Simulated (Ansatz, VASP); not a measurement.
# AlGeW (AlGeW in the AlB2 type) in two plane-wave programs, part 2 of 2

Aim: how closely do two programs agree when they are given the same cell, functional and k mesh? The cell is generated by rule, not measured, and may not be a known phase. The cell is taken from a series of runs on this material, whose earlier steps may have relaxed, scaled, displaced or heated it; both programs get it as it stands.

VASP 6.6.1 and Ansatz 0.2.0.

So far: Set-up; Ansatz: relaxation of cell and atoms, PBE, pair 1; VASP: relaxation of cell and atoms, PBE, pair 1; Comparison.

The structure was built from a prototype and need not be the compound's stable phase.

### 5. Ansatz: relaxation of cell and atoms, PBE, pair 2

Level of this step: Ansatz beside VASP: Kohn-Sham DFT, plane waves, PBE (Ansatz).

The relaxed volume is the usual yardstick between codes: in a stiff, nearly cubic crystal its relative difference is about their pressure difference at one cell divided by the bulk modulus.

The cell is taken from a series of runs on this material, whose earlier steps may have relaxed, scaled, displaced or heated it; both programs get it as it stands.

File input.yaml:

```yaml
crystal:
  lattice:
    - [4.5173975796, 3.3225e-06, 0.0]
    - [-2.2587016671, 3.9121794017, 0.0]
    - [0.0, 0.0, 2.6673015413]
  atoms:
    - { symbol: W, position: [0.0, 0.0, 0.0] }
    - { symbol: Al, position: [0.3333333333, 0.6666666667, 0.5] }
    - { symbol: Ge, position: [0.6666666667, 0.3333333333, 0.5] }
kpoints:
  mp_grid: { grid: [9, 9, 12] }
hamiltonian:
  xc: pbe
  pseudopotentials: { kind: paw, azcp: { folder: soft_1 } }
scf:
  occupations: { method: methfessel_paxton, width: 0.2 }
output:
  forces: true
  stress: true
  eigenvalues: true
relax:
  adjacent_minimum: "off"
  f_tol: 0.001
  max_steps: 60
  cell: { stress_tol: 0.01 }
```

Launch:

```sh
ansatz run input.yaml --threads 4 --pin off --max-ram 12288MiB --backend cpu --events-out ev --progress --plain --runs-dir out
```

Numbers of over 12 decimals in the logs are rounded to 6 here.

What it wrote:

```text
[...]
Crystal: 3 atoms, lattice volume = 47.139 Å³
Basis set: ecut = 420 eV, 927 PW (Γ), exchange–correlation on 64×64×36 points (8 copies of the dense FFT grid, shifted against one another)
Bands: 20, of which v1, the nominal top of the filled ones, is band 16 counted from 1 (15 counted from 0)
Symmetry: 12 space group operations
[...]
k-points: 84 of 972 (time reversal used)
[...]
k-point 83: bands = [... 12 lower, 11.8918, 12.6112, 13.6925, 14.2476, 15.9940, 16.2642, 16.7816, 21.2635]
--- Relaxed structure (3 steps of the walk, 3 accepted, 1 SCFs on fresh bases) ---
[...]
cell:  # Å, volume = 47.1297 Å³
    - [4.517187, 3.322304703674532e-6, 0]
    - [-2.258596, 3.911997, 0]
    - [0.0, 0, 2.667033]
  atoms:
    - { symbol: W, position: [0, 0, 0] }
    - { symbol: Al, position: [0.333333, 0.666667, 0.5] }
    - { symbol: Ge, position: [0.666667, 0.333333, 0.5] }
[key lines of the parts left out:]
SCF converged after 5 iterations
Free energy (F): -15217.448896 eV
Fermi energy:    15.111268 eV
P = ⅓ Tr σ = -0.0001 GPa (-0.001 kbar)
```

### 6. VASP: relaxation of cell and atoms, PBE, pair 2

The same cell, functional, mesh and smearing now go to VASP, with its own data sets.

File INCAR:

```
SYSTEM = AlGeW
PREC = Accurate
ENCUT = 600
EDIFF = 1E-07
NELM = 120
ISMEAR = 1
SIGMA = 0.2
LREAL = .FALSE.
ALGO = Normal
GGA = PE
NBANDS = 17
LASPH = .TRUE.
LORBIT = 11
LWAVE = .FALSE.
LCHARG = .FALSE.
ISIF = 3
IBRION = 2
NSW = 80
EDIFFG = -0.005
GGA_COMPAT = .FALSE.
NELMIN = 4
KPAR = 2
```

File POSCAR:

```
AlGeW
1.0
    4.5173980000      0.0000030000      0.0000000000
   -2.2587020000      3.9121790000      0.0000000000
    0.0000000000      0.0000000000      2.6673020000
W Al Ge
1 1 1
Direct
    0.0000000000      0.0000000000      0.0000000000
    0.3333333333      0.6666666667      0.5000000000
    0.6666666667      0.3333333333      0.5000000000
```

File KPOINTS:

```
Automatic mesh
0
Gamma
9 9 12
0 0 0
```

PAW data sets: W, Al and Ge_d (PBE family, release 64).

Launch:

```sh
mpirun -np 2 vasp_std
```

What it wrote:

```text
[... set-up lines as in an earlier step ...]
 entering main loop
       N       E                     dE             d eps       ncg     rms          rms(c)
DAV:   1     0.134849704034E+03    0.13485E+03   -0.11983E+04  3137   0.297E+03
DAV:   2    -0.267103020372E+01   -0.13752E+03   -0.13385E+03  3049   0.552E+02
DAV:   3    -0.207172275743E+02   -0.18046E+02   -0.17686E+02  3712   0.123E+02
DAV:   4    -0.212576402511E+02   -0.54041E+00   -0.53783E+00  3340   0.218E+01
[...]
DAV:  14    -0.203096193879E+02    0.17173E-06   -0.51686E-08  1651   0.225E-03    0.776E-04
DAV:  15    -0.203096192673E+02    0.12056E-06   -0.15459E-08  1535   0.115E-03    0.336E-04
DAV:  16    -0.203096192952E+02   -0.27940E-07   -0.21407E-09  1517   0.510E-04
   1 F= -.20309619E+02 E0= -.20309282E+02  d E =-.203096E+02
[...]
N       E                     dE             d eps       ncg     rms          rms(c)
DAV:   1    -0.203320561184E+02   -0.22437E-01   -0.37638E-01  3675   0.110E+01    0.103E+00
[...]
DAV:   8    -0.203091341375E+02   -0.20468E-08   -0.11037E-07  1683   0.270E-03
   2 F= -.20309134E+02 E0= -.20308720E+02  d E =0.485158E-03
 trial-energy change:    0.000485  1 .order    0.000436   -0.003317    0.004189
 step:   0.4323(harm=  0.4419)  dis= 0.00000  next Energy=   -20.310332 (dE=-0.713E-03)
[...]
N       E                     dE             d eps       ncg     rms          rms(c)
DAV:   1    -0.203177624865E+02   -0.86284E-02   -0.12357E-01  3675   0.649E+00    0.583E-01
DAV:   2    -0.203122580085E+02    0.55045E-02   -0.91837E-03  3662   0.180E+00    0.300E-01
DAV:   3    -0.203105038603E+02    0.17541E-02   -0.28967E-03  3618   0.968E-01    0.668E-02
DAV:   4    -0.203103802192E+02    0.12364E-03   -0.20460E-04  3613   0.198E-01    0.353E-02
DAV:   5    -0.203103616171E+02    0.18602E-04   -0.24063E-05  3747   0.699E-02    0.198E-02
DAV:   6    -0.203103569652E+02    0.46519E-05   -0.41683E-06  2992   0.223E-02    0.675E-03
DAV:   7    -0.203103567832E+02    0.18195E-06   -0.27034E-07  2384   0.100E-02    0.288E-03
DAV:   8    -0.203103567019E+02    0.81321E-07   -0.46759E-08  1549   0.202E-03
   3 F= -.20310357E+02 E0= -.20309988E+02  d E =-.737407E-03
[...]
reached required accuracy - stopping structural energy minimisation
```

Parts of OUTCAR (step 6):

```text
  Total        0.0130134      0.0130134      0.0026922     -0.0000000      0.0000000     -0.0000000
  in kB        0.4445591      0.4445589      0.0919700     -0.0000000      0.0000000     -0.0000000
  external PRESSURE =       0.3270293 kB  Pullay stress =       0.0000000 kB

 POSITION                                       TOTAL-FORCE (eV/Angst)
 -----------------------------------------------------------------------------------
      0.00000      0.00000      0.00000        -0.000000      0.000000     -0.000000
     -0.00000      2.60495      1.33012        -0.000000      0.000000     -0.000000
      2.25595      1.30248      1.33012         0.000000     -0.000000      0.000000
 -----------------------------------------------------------------------------------
    total drift:                                0.000002     -0.000003      0.000000

  FREE ENERGIE OF THE ION-ELECTRON SYSTEM (eV)
  ---------------------------------------------------
  free  energy   TOTEN  =       -20.3103567019 eV

  energy  without entropy=      -20.3092507069  energy(sigma->0) =      -20.30998804

[... 2 parts as in an earlier step ...]

[... 2 further parts left out ...]
[key lines of the parts left out:]
E-fermi :   8.5528
```

### 7. Differences

What differs besides the data sets and the points named for the pairs above, as far as they apply: the data sets hold 31 valence electrons in Ansatz (on its PAW soft_1 files) and 23 in VASP. Total energies have different zeros and are not compared.

Both answers:

| quantity | Ansatz | VASP | difference |
| --- | --- | --- | --- |
| volume (Å³) | 47.13 | 46.90 | +0.49 % |
| edge a after relaxation, in the typed setting (Å) | 4.517 | 4.512 | +0.12 % |
| edge c after relaxation, in the typed setting (Å) | 2.667 | 2.660 | +0.26 % |

### 8. Ansatz: zone-centre phonons, PBE

Second derivatives magnify differences that forces hide, and they need a tight electronic threshold.

The cell is taken from a series of runs on this material, whose earlier steps may have relaxed, scaled, displaced or heated it; both programs get it as it stands.

File input.yaml:

```yaml
crystal:
  lattice:
    - [4.517186526, 3.3223e-06, 0.0]
    - [-2.2585961402, 3.911996624, 0.0]
    - [0.0, 0.0, 2.6670333297]
  atoms:
    - { symbol: W, position: [0.0, 0.0, 0.0] }
    - { symbol: Al, position: [0.3333333333, 0.6666666667, 0.5] }
    - { symbol: Ge, position: [0.6666666667, 0.3333333333, 0.5] }
kpoints:
  mp_grid: { grid: [4, 4, 6] }
hamiltonian:
  xc: pbe
  pseudopotentials: { kind: paw, azcp: { folder: soft_1 } }
scf:
  occupations: { method: methfessel_paxton, width: 0.2 }
output:
  eigenvalues: true
phonons:
  method: dfpt
  qmesh: [2, 2, 2]
  temperatures: { t_max: 1000, t_step: 50 }
  qpath:
    path:
      - [[0.0, 0.0, 0.0], [0.5, 0.0, 0.0], [0.33333333, 0.33333333, 0.0], [0.0, 0.0, 0.0], [0.0, 0.0, 0.5], [0.5, 0.0, 0.5], [0.33333333, 0.33333333, 0.5], [0.0, 0.0, 0.5]]
      - [[0.5, 0.0, 0.5], [0.5, 0.0, 0.0]]
      - [[0.33333333, 0.33333333, 0.5], [0.33333333, 0.33333333, 0.0]]
    npoints: 10
```

Launch:

```sh
ansatz run input.yaml --threads 4 --pin off --max-ram 12288MiB --backend cpu --events-out ev --progress --plain --runs-dir out
```

What it wrote:

```text
[...]
Crystal: 3 atoms, lattice volume = 47.130 Å³
Basis set: ecut = 420 eV, 927 PW (Γ), exchange–correlation on 64×64×36 points (8 copies of the dense FFT grid, shifted against one another)
Bands: 20, of which v1, the nominal top of the filled ones, is band 16 counted from 1 (15 counted from 0)
Symmetry: 12 space group operations
k-points: 16 of 96 (time reversal used)
[...]
largest difference from the sums on the solved wave vectors: F 1.56e-1 eV, S 2.27e-4 and C_V 7.05e-5 eV/K
  zero-point energy: 0.087853 eV/cell   skipped modes (ω ≤ 0): 201, of them read as no rigid motion or as one in doubt: 198 (4.331e-1 modes/cell left out, lowest -79.34 cm⁻¹)   left out of the sums: 4.82e-2 of the cell's modes: C_V's classical limit lies that fraction below 3 k_B per atom; for a crystal, a wire or a layer, F and S can be off by more, and a phonons.interpolated_qmesh denser along its periods is the remedy for the sampling
[key lines of the parts left out:]
SCF converged after 10 iterations
Free energy (F): -15217.447889 eV
Fermi energy:    15.010935 eV
```

### 9. VASP: zone-centre phonons, PBE

The same cell, functional, mesh and smearing now go to VASP, with its own data sets.

File INCAR:

```
SYSTEM = AlGeW
PREC = Accurate
ENCUT = 600
EDIFF = 1E-08
NELM = 120
ISMEAR = 1
SIGMA = 0.2
LREAL = .FALSE.
ALGO = Normal
GGA = PE
NBANDS = 17
LASPH = .TRUE.
LORBIT = 11
LWAVE = .FALSE.
LCHARG = .FALSE.
ISIF = 2
IBRION = 8
GGA_COMPAT = .FALSE.
KPAR = 2
```

File POSCAR:

```
AlGeW
1.0
    4.5171865260      0.0000033223      0.0000000000
   -2.2585961402      3.9119966240      0.0000000000
    0.0000000000      0.0000000000      2.6670333297
W Al Ge
1 1 1
Direct
    0.0000000000      0.0000000000      0.0000000000
    0.3333333333      0.6666666667      0.5000000000
    0.6666666667      0.3333333333      0.5000000000
```

File KPOINTS:

```
Automatic mesh
0
Gamma
4 4 6
0 0 0
```

Launch:

```sh
mpirun -np 2 vasp_std
```

What it wrote:

```text
[... set-up lines as in an earlier step ...]
 entering main loop
       N       E                     dE             d eps       ncg     rms          rms(c)
DAV:   1     0.135705384186E+03    0.13571E+03   -0.12026E+04   582   0.302E+03
DAV:   2    -0.284593626728E+01   -0.13855E+03   -0.13521E+03   608   0.555E+02
DAV:   3    -0.207198065377E+02   -0.17874E+02   -0.17347E+02   689   0.124E+02
DAV:   4    -0.212830311551E+02   -0.56322E+00   -0.56141E+00   661   0.223E+01
[...]
DAV:  15    -0.203067072343E+02    0.86118E-07   -0.16550E-08   363   0.114E-03    0.138E-04
DAV:  16    -0.203067072505E+02   -0.16192E-07   -0.25436E-09   289   0.635E-04    0.145E-04
DAV:  17    -0.203067072511E+02   -0.60118E-09   -0.54647E-10   284   0.241E-04
   1 F= -.20306707E+02 E0= -.20304423E+02  d E =-.685338E-02
 Linear response reoptimize wavefunctions to high precision
DAV:   1    -0.203067072492E+02    0.18563E-08   -0.16413E-10   289   0.183E-04
DAV:   2    -0.203067072493E+02   -0.71850E-10   -0.46362E-11   284   0.717E-05
 Linear response DOF=           6
 Linear response progress:
[...]
RMM:  18    -0.201237772282E+00   -0.17163E-07    0.69320E-08  2898   0.317E-05    0.120E-06
RMM:  19    -0.201237784289E+00   -0.12007E-07    0.78435E-08  2886   0.280E-05    0.138E-07
RMM:  20    -0.201237787355E+00   -0.30658E-08    0.81192E-08  2396   0.253E-05    0.300E-07
 first order change of Fermi-energy  -0.23281E-04
 force on displaced ion       3 direction 1 :  -7.632   0.000   0.000
 Linear response progress:
  Degree of freedom:   6/  6
       N       E                     dE             d eps       ncg     rms          rms(c)
RMM:   1    -0.176456562702E+00   -0.17646E+00    0.70640E+00   714   0.634E+01
RMM:   2    -0.181561615671E+00   -0.51051E-02   -0.68608E-03  1070   0.603E-01    0.404E-02
RMM:   3    -0.181488893380E+00    0.72722E-04   -0.16903E-04  1140   0.137E-01    0.238E-02
RMM:   4    -0.181377205410E+00    0.11169E-03   -0.32938E-05  1193   0.497E-02    0.302E-03
[...]
RMM:  14    -0.181368268775E+00   -0.57172E-07    0.42099E-08  1230   0.659E-05    0.503E-06
RMM:  15    -0.181368279849E+00   -0.11074E-07    0.42918E-08  1074   0.533E-05    0.473E-06
RMM:  16    -0.181368281658E+00   -0.18087E-08    0.34079E-08   811   0.445E-05    0.521E-06
 first order change of Fermi-energy  -0.15905E-03
 force on displaced ion       3 direction 3 :   0.000  -0.000   1.283
 Linear response finished
```

OUTCAR, selected parts (step 9):

```text
  Total        0.8689175      0.8689175     -1.7501419     -0.0000000     -0.0000000      0.0000000
  in kB       29.5388773     29.5388773    -59.4961321     -0.0000000     -0.0000000      0.0000000
  external PRESSURE =      -0.1394592 kB  Pullay stress =       0.0000000 kB

 POSITION                                       TOTAL-FORCE (eV/Angst)
 -----------------------------------------------------------------------------------
      0.00000      0.00000      0.00000         0.000000      0.000000      0.000000
     -0.00000      2.60800      1.33352        -0.000000      0.000000      0.000000
      2.25859      1.30400      1.33352         0.000000     -0.000000      0.000000
 -----------------------------------------------------------------------------------
    total drift:                                0.000001     -0.000000      0.000000

[... 2 further parts left out ...]
```

The k-mesh is coarse for a metal.

### 10. Comparison

What differs besides the data sets and the points named for the pairs above, as far as they apply: VASP's run holds the zone centre alone; the data sets hold 31 valence electrons in Ansatz (on its PAW soft_1 files) and 23 in VASP. Total energies have different zeros and are not compared.

The two programs side by side:

| quantity | Ansatz | VASP | difference |
| --- | --- | --- | --- |
| optical mode 1 (imaginary, printed as negative) (cm⁻¹) | -79.3 | -81.1 | +1.7 |
| optical mode 2 (cm⁻¹) | 79.0 | 77.0 | +2.58 % |
| optical mode 3 to 4 (cm⁻¹) | 113.7 | 113.5 | +0.19 % |
| optical mode 5 to 6 (cm⁻¹) | 313.8 | 315.7 | -0.63 % |

Modes are paired by rising frequency, not by their patterns, so a pair may set unlike modes beside each other; they are those without the splitting of longitudinal modes.

### 11. Results

- difference in volume (relaxation of cell and atoms, PBE, pair 1): 0.48 %
- difference in volume (relaxation of cell and atoms, PBE, pair 2): 0.49 %
- r.m.s. difference of the optical zone-centre modes, each program's sorted by frequency (zone-centre phonons, PBE): 1.6 cm⁻¹
- difference in optical mode 2 (zone-centre phonons, PBE): +2.6 %

The difference in volume is 0.49 % (relaxation of cell and atoms, PBE, pair 2), within the 1.2 % picked in this series as the mark of a large difference, as far as the stopping tolerances let one tell. The data sets hold unlike numbers of valence electrons (31 in Ansatz and 23 in VASP), so part of the differences comes from the potentials. Among the rows given in per cent, the largest difference of the zone-centre phonons, PBE pair is in optical mode 2, +2.6 %. 1 further run of this series is not shown here. How closely two codes agree says nothing of how well the functional describes the real material.

[Lines on the potential files, build, host, timing and source positions are cut from VASP's logs without a mark.]

[Logs are printed without paths, hosts, clocks, repeated set-up lines and the standing remarks that a program may print on its own settings, such as how far it seeks lower states.]

[Hosts, paths, dates, database ids (printed as entryN), source tags and the programs' standing remarks are cut or masked in the printed files.]
